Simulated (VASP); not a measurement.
Given:

```xyz
3
Lattice="3.1788 0.0000 0.0000 0.0000 3.1788 0.0000 0.0000 0.0000 22.3577" Properties=species:S:1:pos:R:3 pbc="T T T"
Tl     0.0000     0.0000     8.0000
Tl     0.0000     0.0000    11.1789
Tl     0.0000     0.0000    14.3577
```

Calculation: PBE GGA, VASP's PBE PAW potentials (set 64) (plane waves; VASP). Run with 300 eV cut-off, 7×7×1 Γ-centred mesh, Fermi-Dirac smearing of 0.10 eV, potentials Tl_d.

The cell holds a wide vacuum, so values per volume refer to the whole cell.

Problem. Give the energies of bands 16 to 22 at the high-symmetry points, in eV from the Fermi level.

Solution. 
```csv
band,Γ,X,M
16,-9.46,-6.29,-3.45
17,-8.54,-5.51,-2.66
18,-7.23,-4.34,-1.44
19,-2.23,-2.78,-0.28
20,0.00,-1.97,-0.28
21,2.39,-1.03,0.54
22,3.17,0.37,0.54
```

It has no gap at this level: it comes out as a metal or semimetal.

The cell is a sheet with vacuum, built from a generated structure.
